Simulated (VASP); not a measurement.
Energy against volume of CaF₂ (fluorite). Calculation: vdW-DF2, VASP's PBE PAW potentials (set 64) (plane waves; VASP). Run with 520 eV cut-off, 7×7×7 Γ-centred mesh, Gaussian smearing of 0.050 eV, potentials Ca_sv F.

```json
[
 {"V (Å³/atom)": "13.399", "E (eV/atom)": "-4.02581"},
 {"V (Å³/atom)": "13.826", "E (eV/atom)": "-4.03767"},
 {"V (Å³/atom)": "14.254", "E (eV/atom)": "-4.04180"},
 {"V (Å³/atom)": "14.681", "E (eV/atom)": "-4.03940"}
]
```

Problem. Fit these four points and predict the energy of the run at 15.109 Å³/atom.

Solution. A cubic in V^(−2/3), the third-order Birch-Murnaghan form, passes through the four points with V0 = 14.30 Å³/atom and B0 = 80 GPa, and gives -4.0315 eV/atom there. The run gave -4.0314 eV/atom, +0.1 meV/atom from the fit; all five points give B0 = 81 GPa.

The compound is CaF2 in the fluorite structure. It was relaxed first, which changed the volume by +5 %.
